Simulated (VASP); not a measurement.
Consider the following.

```xyz
4
Lattice="3.1133 0.0000 0.0000 -1.5566 2.6962 0.0000 0.0000 0.0000 5.6110" Properties=species:S:1:pos:R:3 pbc="T T T"
Hf     0.0000     0.0000     0.0000
Hf     0.0000     0.0000     2.8055
N      0.0000     1.7974     1.4028
N      1.5566     0.8987     4.2083
```

The numbers are results of PBEsol GGA, VASP's PBE PAW potentials (set 64) (plane waves; VASP), not measurements. Settings: 520 eV cut-off, 13×13×6 Γ-centred mesh, tetrahedra with Blöchl corrections, potentials Hf_pv N.

The cores are frozen, which limits the accuracy of field gradients.

Problem. Give the principal components of the electric field gradient (V/Å²) and the asymmetry η at each nucleus.

Solution. 
```tsv
atom	Vxx	Vyy	Vzz	η
Hf1	76.1	76.1	-152.2	0.00
Hf2	76.1	76.1	-152.2	0.00
N3	-6.1	-6.1	12.2	0.00
N4	-6.1	-6.1	12.2	0.00
```

The structure was generated: HfN was put into the NiAs type (P6_3/mmc), which need not be its known phase. It was relaxed first, which changed the volume by -53 %.
